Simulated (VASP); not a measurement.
Given:

```
La2O3
1.0
    1.96643    -3.40595     0.00000
    1.96643     3.40595     0.00000
    0.00000     0.00000     6.10622
La O
2 3
Direct
  0.33333   0.66667   0.24588
  0.66667   0.33333   0.75412
  0.00000   0.00000   0.00000
  0.33333   0.66667   0.64627
  0.66667   0.33333   0.35373
```

These are r2SCAN meta-GGA, VASP's PBE PAW potentials (set 64) (plane waves; VASP 6.6.1) values and carry that method's errors. Settings: 520 eV cut-off, 7×7×4 Γ-centred mesh, tetrahedra with Blöchl corrections, potentials La O.

Give the energies of bands 12 to 23 at the high-symmetry points, in eV from the valence-band maximum.

| band | Γ | M | K | A | L | H |
|---|---|---|---|---|---|---|
| 12 | -2.43 | -2.23 | -1.62 | -2.76 | -2.98 | -2.30 |
| 13 | -2.43 | -2.02 | -1.61 | -2.76 | -2.17 | -2.30 |
| 14 | -2.23 | -1.96 | -1.61 | -2.65 | -1.54 | -1.71 |
| 15 | -2.23 | -1.27 | -1.32 | -1.93 | -1.21 | -1.41 |
| 16 | -2.12 | -0.76 | -1.32 | -1.93 | -1.02 | -1.41 |
| 17 | -1.65 | -0.75 | -0.82 | -1.00 | -0.96 | -0.58 |
| 18 | -0.39 | -0.68 | -0.82 | -0.77 | -0.71 | -0.29 |
| 19 | -0.39 | -0.43 | -0.80 | -0.29 | -0.38 | -0.29 |
| 20 | -0.12 | -0.30 | -0.13 | -0.29 | 0.00 | -0.24 |
| 21 | 4.79 | 4.30 | 4.24 | 5.24 | 4.93 | 4.67 |
| 22 | 5.11 | 5.27 | 5.30 | 5.27 | 5.09 | 5.36 |
| 23 | 5.11 | 5.78 | 5.30 | 5.27 | 5.72 | 5.53 |

The gap is indirect, 4.24 eV, from the valence maximum at L to the conduction minimum at K.

The compound is La2O3 in the a-type structure. It was relaxed first.
